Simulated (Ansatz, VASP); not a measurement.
# Cross-check of MoWSeS3 between VASP and Ansatz, part 2 of 2

Aim: how closely do two programs agree when they are given the same cell, functional and k mesh? The cell is generated by rule, not measured, and may not be a known phase. The cell is taken from a series of runs on this material, whose earlier steps may have relaxed, scaled, displaced or heated it; both programs get it as it stands.

VASP 6.6.1 and Ansatz 0.2.0.

So far. Step 3 (Ansatz: single point, PBEsol, pair 1): The run ends at a pressure of 3.34 GPa, with forces up to 0.025 eV/Å.

## Step 5: VASP: single point, PBEsol, pair 2

Level of this step: PBEsol, no spin polarisation; plane waves and PAW (Mo_sv, S, W, Se); invented cell (VASP).

With cell and atoms fixed, the geometry can't cause a difference; cores, projectors, grids and the points listed under the comparison can.

Input file INCAR:

```
SYSTEM = MoWSeS3
PREC = Accurate
ENCUT = 600
EDIFF = 1E-06
NELM = 120
ISMEAR = -1
SIGMA = 0.02
LREAL = .FALSE.
ALGO = Normal
GGA = PS
NBANDS = 28
LASPH = .TRUE.
LORBIT = 11
LWAVE = .FALSE.
LCHARG = .FALSE.
ISIF = 2
GGA_COMPAT = .FALSE.
EFERMI = MIDGAP
KPAR = 2
```

Input file POSCAR:

```
MoWSeS3
1.0
    3.1427838334      0.0000000000      0.0000000000
   -1.5713919167      2.7217306383      0.0000000000
    0.0000000000      0.0000000000     13.1456958318
Mo S W Se
1 3 1 1
Direct
    0.3333333333      0.6666666667      0.2456498780
    0.6666666666      0.3333333334      0.3635909853
    0.6666666666      0.3333333334      0.1275944387
    0.6666666666      0.3333333334      0.8728038352
    0.3333333333      0.6666666667      0.7548780888
    0.6666666666      0.3333333334      0.6235115051
```

Input file KPOINTS:

```
Automatic mesh
0
Gamma
12 12 2
0 0 0
```

Potentials, in the order of the species: Mo_sv, S, W and Se (PBE family, release 64).

On the command line:

```
$ mpirun -np 2 vasp_std
```

Numbers of over 12 decimals in the logs are rounded to 6 here.

Log:

```text
[banner, memory and clock lines left out]
running    2 mpi-ranks, on    1 nodes
[...]
[... a notice as in an earlier step ...]

 LDA part: xc-table for (Slater+PW92), standard interpolation
 POSCAR, INCAR and KPOINTS ok, starting setup
[...]
entering main loop
       N       E                     dE             d eps       ncg     rms          rms(c)
DAV:   1     0.314377436562E+03    0.31438E+03   -0.24778E+04  2400   0.161E+03
DAV:   2    -0.286392768147E+02   -0.34302E+03   -0.33287E+03  2648   0.356E+02
DAV:   3    -0.495712662340E+02   -0.20932E+02   -0.20512E+02  2660   0.787E+01
[... 2 cycles as in an earlier step ...]
DAV:   6    -0.481470042044E+02    0.20225E+01   -0.12708E+01  2488   0.196E+01    0.155E+01
DAV:   7    -0.479360555916E+02    0.21095E+00   -0.67527E+00  2400   0.138E+01    0.914E+00
[... 1 cycle as in an earlier step ...]
DAV:   9    -0.475955686032E+02   -0.35590E-02   -0.13482E-01  3008   0.185E+00    0.119E+00
DAV:  10    -0.475912409769E+02    0.43276E-02   -0.19078E-02  2900   0.818E-01    0.431E-01
DAV:  11    -0.475913065435E+02   -0.65567E-04   -0.32508E-03  2876   0.345E-01    0.113E-01
[... 1 cycle as in an earlier step ...]
DAV:  13    -0.475913862531E+02   -0.21469E-04   -0.74293E-05  2780   0.449E-02    0.420E-02
[... 2 cycles as in an earlier step ...]
DAV:  16    -0.475914143287E+02   -0.67722E-06   -0.75613E-07  1748   0.492E-03
   1 F= -.47591414E+02 E0= -.47591414E+02  d E =-.225138E-12
```

From OUTCAR (step 5):

```text
  Total        2.2232984      2.2232984      2.3824569      0.0000000      0.0000000      0.0000000
  in kB       31.6785369     31.6785369     33.9462972      0.0000000      0.0000000      0.0000000
  external PRESSURE =      32.4344570 kB  Pullay stress =       0.0000000 kB

 POSITION                                       TOTAL-FORCE (eV/Angst)
 -----------------------------------------------------------------------------------
     -0.00000      1.81449      3.22924        -0.000000      0.000000     -0.004682
      1.57139      0.90724      4.77966         0.000000      0.000000     -0.021620
      1.57139      0.90724      1.67732         0.000000     -0.000000      0.021716
      1.57139      0.90724     11.47361         0.000000     -0.000000     -0.027391
     -0.00000      1.81449      9.92340        -0.000000      0.000000      0.007170
      1.57139      0.90724      8.19649         0.000000     -0.000000      0.024807
 -----------------------------------------------------------------------------------
    total drift:                                0.000001     -0.000000      0.000372

[... 4 parts as in an earlier step ...]

[... 1 further part left out ...]
[key lines of the parts left out:]
E-fermi :   6.7055
```

The run ends at a pressure of 3.24 GPa, with forces up to 0.027 eV/Å.

## Step 6: Ansatz: single point, PBEsol, pair 2

The same cell, functional, mesh and smearing now go to Ansatz, which takes its cutoff from its data sets.

The cell is taken from a series of runs on this material, whose earlier steps may have relaxed, scaled, displaced or heated it; both programs get it as it stands.

Input file input.yaml:

```yaml
crystal:
  lattice:
    - [3.1427838334, 0.0, 0.0]
    - [-1.5713919167, 2.7217306383, 0.0]
    - [0.0, 0.0, 13.1456958318]
  atoms:
    - { symbol: Mo, position: [0.3333333333, 0.6666666667, 0.245649878] }
    - { symbol: S, position: [0.6666666667, 0.3333333333, 0.3635909853] }
    - { symbol: S, position: [0.6666666667, 0.3333333333, 0.1275944387] }
    - { symbol: W, position: [0.3333333333, 0.6666666667, 0.7548780888] }
    - { symbol: S, position: [0.6666666667, 0.3333333333, 0.8728038352] }
    - { symbol: Se, position: [0.6666666667, 0.3333333333, 0.6235115051] }
kpoints:
  mp_grid: { grid: [12, 12, 2] }
  band_path:
    path:
      - [[0.0, 0.0, 0.0], [0.5, 0.0, 0.0], [0.33333333, 0.33333333, 0.0], [0.0, 0.0, 0.0], [0.0, 0.0, 0.5], [0.5, 0.0, 0.5], [0.33333333, 0.33333333, 0.5], [0.0, 0.0, 0.5]]
      - [[0.5, 0.0, 0.5], [0.5, 0.0, 0.0]]
      - [[0.33333333, 0.33333333, 0.5], [0.33333333, 0.33333333, 0.0]]
    npoints: 10
hamiltonian:
  xc: pbesol
  pseudopotentials: { kind: paw, azcp: { folder: soft_1 }, xc_functional: pbe }
scf:
  occupations: { method: fermi_dirac, width: 0.02 }
  n_extra_bands: 6
output:
  eigenvalues: true
  forces: true
  stress: true
  write_density: true
  write_potential: true
  elf: true
  volumetric_format: npy
```

On the command line:

```
$ ansatz run input.yaml --threads 2 --pin off --max-ram 92160MiB --backend cuda --events-out ev --progress --plain --runs-dir out --devices 1 --max-vram 13GiB
```

Log:

```text
[...]
GPUs: using 1 of 1 available (devices: 1).
[...]
GPU FFT provider: cuFFT
GPU libraries: cuBLAS 13.8.2, cuFFT 12.4.0, cuSOLVER 12.3.4
Crystal: 6 atoms, lattice volume = 112.446 Å³
Basis set: ecut = 420 eV, 2179 PW (Γ), exchange–correlation on 48×48×180 points (8 copies of the dense FFT grid, shifted against one another)
[...]
k-point 0: bands = [... 27 lower, 9.7930, 9.7930, 9.8852, 11.0317, 13.1898, 13.1898, 13.4800, 13.4800, ... 2 higher]
  k-point 1: bands = [... 27 lower, 9.7928, 9.7928, 10.4928, 10.8391, 13.1894, 13.1894, 13.4812, 13.4812, ... 2 higher]
  k-point 2: bands = [... 27 lower, 9.6237, 9.7372, 10.0500, 10.9220, 13.0451, 13.1674, 13.3490, 13.3851, ... 2 higher]
  k-point 37: bands = [... 27 lower, 8.2542, 8.4118, 10.2915, 10.8249, 12.0863, 12.9607, 13.3348, 13.7253, ... 2 higher]
[key lines of the parts left out:]
SCF converged after 12 iterations
Free energy (F): -23238.947452 eV
Fermi energy:    11.513751 eV
P = ⅓ Tr σ = 3.3450 GPa (33.450 kbar)
```

## Step 7: Comparison

What differs besides the data sets and the points named for the pairs above, as far as they apply: the data sets hold 62 valence electrons in Ansatz (on its PAW soft_1 files) and 44 in VASP. Total energies have different zeros and are not compared.

Both answers:

```tsv
quantity	Ansatz	VASP	difference
pressure (GPa)	3.35	3.24	+0.10
gap on the k mesh (eV)	1.000	1.020	-0.020
```

The largest component of a force difference here is 13 meV/Å. A gap on the mesh is an upper bound, since the band edges may lie between its points; neither run holds spin-orbit coupling, which can move the band edges of a compound of W.

## Step 8: Ansatz: single point, PBEsol, spin-orbit coupling

A single point takes one fixed geometry, so differences don't come from the geometry; what else differs is listed under the comparison.

The cell is taken from a series of runs on this material, whose earlier steps may have relaxed, scaled, displaced or heated it; both programs get it as it stands.

Input file input.yaml:

```yaml
crystal:
  lattice:
    - [3.1427838334, 0.0, 0.0]
    - [-1.5713919167, 2.7217306383, 0.0]
    - [0.0, 0.0, 13.1456958318]
  atoms:
    - { symbol: Mo, position: [0.3333333333, 0.6666666667, 0.245649878] }
    - { symbol: S, position: [0.6666666667, 0.3333333333, 0.3635909853] }
    - { symbol: S, position: [0.6666666667, 0.3333333333, 0.1275944387] }
    - { symbol: W, position: [0.3333333333, 0.6666666667, 0.7548780888] }
    - { symbol: S, position: [0.6666666667, 0.3333333333, 0.8728038352] }
    - { symbol: Se, position: [0.6666666667, 0.3333333333, 0.6235115051] }
kpoints:
  mp_grid: { grid: [12, 12, 2] }
  band_path:
    path:
      - [0.0, 0.0, 0.0]
      - [0.5, 0.0, 0.0]
      - [0.33333333, 0.33333333, 0.0]
      - [0.0, 0.0, 0.5]
      - [0.5, 0.0, 0.5]
      - [0.33333333, 0.33333333, 0.5]
      - [0.1666666667, 0.1666666667, 0.0]
    npoints: 1
hamiltonian:
  xc: pbesol
  pseudopotentials: { kind: paw_fr, azcp: { folder: soft_1 }, xc_functional: pbe }
scf:
  occupations: { method: fermi_dirac, width: 0.02 }
  n_extra_bands: 12
magnetization:
  noncollinear: true
  spin_orbit: true
output:
  eigenvalues: true
  forces: true
  stress: true
```

Log:

```text
[...]
GPUs: using 1 of 1 available (devices: 1).
[...]
non-collinear run that drives no moment, with spin-orbit: no starting moment large enough to seed its density (crystal.atoms[].spin), no starting occupations that ask for one, no magnetisation constraint and no magnetic field, so the semilocal B_xc is pinned to zero
[...]
k-point 1: bands = [... 58 lower, 10.5192, 10.5192, 10.8753, 10.8753, 13.1483, 13.1483, 13.2285, 13.2285, ... 8 higher]
  k-point 2: bands = [... 58 lower, 10.0492, 10.0773, 10.9396, 10.9594, 13.0364, 13.0411, 13.1675, 13.1737, ... 8 higher]
  k-point 37: bands = [... 58 lower, 10.2213, 10.3660, 10.6354, 11.0316, 12.0839, 12.0868, 12.8858, 12.9542, ... 8 higher]
[key lines of the parts left out:]
SCF converged after 12 iterations
Magnetization: |M| = 0.0000 μB,  M = (+0.0000, +0.0000, +0.0000) μB
Free energy (F): -23264.394696 eV
Fermi energy:    11.524273 eV
P = ⅓ Tr σ = 3.3321 GPa (33.321 kbar)
```

## Step 9: VASP: single point, PBEsol, spin-orbit coupling

The same cell, functional, mesh and smearing now go to VASP, with its own data sets.

Input file INCAR:

```
SYSTEM = MoWSeS3
PREC = Accurate
ENCUT = 600
EDIFF = 1E-06
NELM = 200
ISMEAR = -1
SIGMA = 0.02
LREAL = .FALSE.
ALGO = Normal
GGA = PS
LNONCOLLINEAR = .TRUE.
MAGMOM = 0 0 0 0 0 0 0 0 0 0 0 0 0 0 0 0 0 0
NBANDS = 56
GGA_COMPAT = .FALSE.
LASPH = .TRUE.
LSORBIT = .TRUE.
LMAXMIX = 4
LORBIT = 11
LWAVE = .FALSE.
LCHARG = .FALSE.
ISIF = 2
EFERMI = MIDGAP
KPAR = 2
```

POSCAR is that of step 5.

KPOINTS is that of step 5.

On the command line:

```
$ mpirun -np 2 vasp_ncl
```

Log:

```text
[... set-up lines as in an earlier step ...]
 entering main loop
       N       E                     dE             d eps       ncg     rms          rms(c)
DAV:   1     0.354607610794E+03    0.35461E+03   -0.24235E+04  7504   0.161E+03
DAV:   2    -0.214845240839E+02   -0.37609E+03   -0.36206E+03  8376   0.370E+02
DAV:   3    -0.495534713333E+02   -0.28069E+02   -0.27578E+02  8872   0.933E+01
DAV:   4    -0.504104260560E+02   -0.85695E+00   -0.85118E+00  9152   0.159E+01
[...]
DAV:  15    -0.478741575697E+02   -0.45287E-05   -0.66273E-06  8264   0.149E-02    0.100E-02
DAV:  16    -0.478741595194E+02   -0.19497E-05   -0.19781E-06  7384   0.765E-03    0.364E-03
DAV:  17    -0.478741599316E+02   -0.41221E-06   -0.61783E-07  6000   0.479E-03
   1 F= -.47874160E+02 E0= -.47874160E+02  d E =-.816545E-12  mag=    -0.0000     0.0000    -0.0000
```

From OUTCAR (step 9):

```text
  Total        2.2065319      2.2065319      2.3911589      0.0000000      0.0000000      0.0000000
  in kB       31.4396399     31.4396399     34.0702868      0.0000000      0.0000000      0.0000000
  external PRESSURE =      32.3165222 kB  Pullay stress =       0.0000000 kB

 POSITION                                       TOTAL-FORCE (eV/Angst)
 -----------------------------------------------------------------------------------
     -0.00000      1.81449      3.22924         0.000000     -0.000000     -0.004500
      1.57139      0.90724      4.77966        -0.000000      0.000000     -0.018508
      1.57139      0.90724      1.67732         0.000000      0.000000      0.018682
      1.57139      0.90724     11.47361         0.000000      0.000000     -0.027382
     -0.00000      1.81449      9.92340        -0.000000     -0.000000      0.015239
      1.57139      0.90724      8.19649        -0.000000      0.000000      0.016470
 -----------------------------------------------------------------------------------
    total drift:                                0.000001     -0.000000      0.000476

  FREE ENERGIE OF THE ION-ELECTRON SYSTEM (eV)
  ---------------------------------------------------
  free  energy   TOTEN  =       -47.8741599316 eV

  energy  without entropy=      -47.8741599316  energy(sigma->0) =      -47.87415993

 magnetization (x)
# of ion       s       p       d       tot
------------------------------------------
    1        0.000   0.000  -0.000  -0.000
    2        0.000   0.000   0.000   0.000
    3        0.000   0.000   0.000   0.000
    4        0.000  -0.000   0.000  -0.000
    5        0.000  -0.000   0.000  -0.000
    6       -0.000   0.000   0.000  -0.000
--------------------------------------------------
tot         -0.000  -0.000  -0.000  -0.000

 magnetization (y)
# of ion       s       p       d       tot
------------------------------------------
    1        0.000   0.000   0.000   0.000
    2        0.000   0.000   0.000   0.000
    3        0.000   0.000   0.000   0.000
    4        0.000   0.000   0.000   0.000
    5        0.000   0.000   0.000   0.000
    6        0.000  -0.000   0.000  -0.000
--------------------------------------------------
tot          0.000   0.000   0.000   0.000

 magnetization (z)
# of ion       s       p       d       tot
------------------------------------------
    1       -0.000  -0.000   0.000  -0.000
    2        0.000   0.000   0.000   0.000
    3       -0.000   0.000   0.000  -0.000
    4        0.000   0.000   0.000   0.000
    5        0.000   0.000  -0.000   0.000
    6       -0.000  -0.000  -0.000  -0.000
--------------------------------------------------
tot         -0.000   0.000  -0.000  -0.000

[... 1 part as in an earlier step ...]

[... 2 further parts left out ...]
[key lines of the parts left out:]
E-fermi :   6.6991
```

The run ends at a pressure of 3.23 GPa, with forces up to 0.027 eV/Å.

## Step 10: Differences

What differs besides the data sets and the points named for the pairs above, as far as they apply: spin-orbit coupling enters by fully relativistic files in Ansatz and inside the spheres in VASP; the data sets hold 62 valence electrons in Ansatz (on its PAW fully relativistic soft_1 files) and 44 in VASP. Total energies have different zeros and are not compared.

The two programs side by side:

```tsv
quantity	Ansatz	VASP	difference
pressure (GPa)	3.33	3.23	+0.10
gap on the k mesh (eV)	0.933	0.954	-0.020
```

The largest component of a force difference here is 15 meV/Å. A gap on the mesh is an upper bound, since the band edges may lie between its points.

## Step 11: What came out

```
difference in gap on the k mesh (single point, PBEsol, pair 1)              : -0.020 eV
difference in gap on the k mesh (single point, PBEsol, pair 2)              : -0.020 eV
difference in gap on the k mesh (single point, PBEsol, spin-orbit coupling) : -0.020 eV
```

The difference in gap on the k mesh is -0.020 eV (single point, PBEsol, spin-orbit coupling), within the 0.08 eV picked in this series as the mark of a large difference. The data sets hold unlike numbers of valence electrons (62 in Ansatz and 44 in VASP), so part of the differences may come from the potentials. Pairs 1 and 2 hold one cell, so they aren't independent. Such differences can come from data sets, numerical settings and the points named under the comparisons, not from the functional's error against experiment.

[Lines on the potential files, build, host, timing and source positions are cut from VASP's logs without a mark.]

[Logs are printed without paths, hosts, clocks, repeated set-up lines and the standing remarks that a program may print on its own settings, such as how far it seeks lower states.]

[Hosts, paths, dates, database ids (printed as entryN), source tags and the programs' standing remarks are cut or masked in the printed files.]
